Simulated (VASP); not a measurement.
Given:

```xyz
3
Lattice="0.0000 2.7062 2.7062 2.7062 0.0000 2.7062 2.7062 2.7062 0.0000" Properties=species:S:1:pos:R:3 pbc="T T T"
Co     0.0000     0.0000     0.0000
Si     1.3531     1.3531     1.3531
Si     4.0593     4.0593     4.0593
```

Calculation: vdW-DF2, VASP's PBE PAW potentials (set 64) (plane waves; VASP). Numerical set-up: 520 eV cut-off, 10×10×10 Γ-centred mesh, first-order Methfessel-Paxton smearing of 0.10 eV, potentials Co Si.

Q: What does the run give for the energy per atom (σ→0), pressure, band gap (on the k-mesh) with the smallest direct gap where there is one?

A: 
```
Item                                                        Result
------------------------  ----------------------------------------
band gap (on the k-mesh)  none (metal, semimetal or under 0.01 eV)
energy per atom (σ→0)                               -3.858 eV/atom
pressure                                                  4.57 GPa
```

The compound is CoSi2 in the fluorite structure. This cell is one point of a volume scan, at 0.97 of the reference volume. The run is not spin-polarised, so no magnetic state was tried. The electron count is odd and the run is not spin-polarised, which forces a metal.
